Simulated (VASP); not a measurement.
A convergence study with VASP on LiBr: one setting is varied, all else stays as given below, so the limit is that of these other settings.

```yaml
crystal:
  lattice:
    - [3.87742, 0.00000, 0.00000]
    - [-3.87742, 3.87742, 0.00000]
    - [0.00000, 0.00000, 22.22531]
  atoms:
    - { symbol: Br, position: [0.00000, 0.00000, 0.31496] }
    - { symbol: Br, position: [0.00000, 0.50000, 0.43832] }
    - { symbol: Br, position: [0.00000, 0.00000, 0.56168] }
    - { symbol: Br, position: [0.00000, 0.50000, 0.68504] }
    - { symbol: Li, position: [0.00000, 0.00000, 0.43832] }
    - { symbol: Li, position: [0.00000, 0.50000, 0.31496] }
    - { symbol: Li, position: [0.00000, 0.00000, 0.68504] }
    - { symbol: Li, position: [0.00000, 0.50000, 0.56168] }
```

Calculation: PBEsol GGA, VASP's PBE PAW potentials (set 64) (plane waves; VASP). The tightest run used: 800 eV cut-off, 8×8×1 Γ-centred mesh, Fermi-Dirac smearing of 0.020 eV, potentials Br Li_sv.

Gaps are read on the run's mesh, which can miss a band edge.

The settings run are ENCUT = 200; ENCUT = 240; ENCUT = 280; ENCUT = 340; ENCUT = 480; ENCUT = 600; ENCUT = 800. From which on does the energy per atom stay within 0.01 eV/atom of the tightest run?

From ENCUT = 480 on: it is off by 0.0021 there and by no more than 0.01 in any finer run, while ENCUT = 340 is off by 0.1199.
```json
[
 {"setting": "ENCUT = 200", "E (eV/atom)": "-5.6563", "gap on the mesh (eV)": "5.068", "plane waves": "2167", "difference judged (eV/atom)": "2.2366"},
 {"setting": "ENCUT = 240", "E (eV/atom)": "-4.5372", "gap on the mesh (eV)": "5.036", "plane waves": "2842", "difference judged (eV/atom)": "1.1176"},
 {"setting": "ENCUT = 280", "E (eV/atom)": "-3.8974", "gap on the mesh (eV)": "4.958", "plane waves": "3581", "difference judged (eV/atom)": "0.4778"},
 {"setting": "ENCUT = 340", "E (eV/atom)": "-3.5396", "gap on the mesh (eV)": "4.810", "plane waves": "4808", "difference judged (eV/atom)": "0.1199"},
 {"setting": "ENCUT = 480", "E (eV/atom)": "-3.4218", "gap on the mesh (eV)": "4.619", "plane waves": "8018", "difference judged (eV/atom)": "0.0021"},
 {"setting": "ENCUT = 600", "E (eV/atom)": "-3.4208", "gap on the mesh (eV)": "4.614", "plane waves": "11200", "difference judged (eV/atom)": "0.0012"},
 {"setting": "ENCUT = 800", "E (eV/atom)": "-3.4197", "gap on the mesh (eV)": "4.609", "plane waves": "17280", "difference judged (eV/atom)": "0.0000"}
]
```

Left out are rungs that failed or repeat a setting and relaxations that didn't move; long series are thinned to 24 rows.

The cell is a sheet or thin cut with vacuum, built from a generated structure.
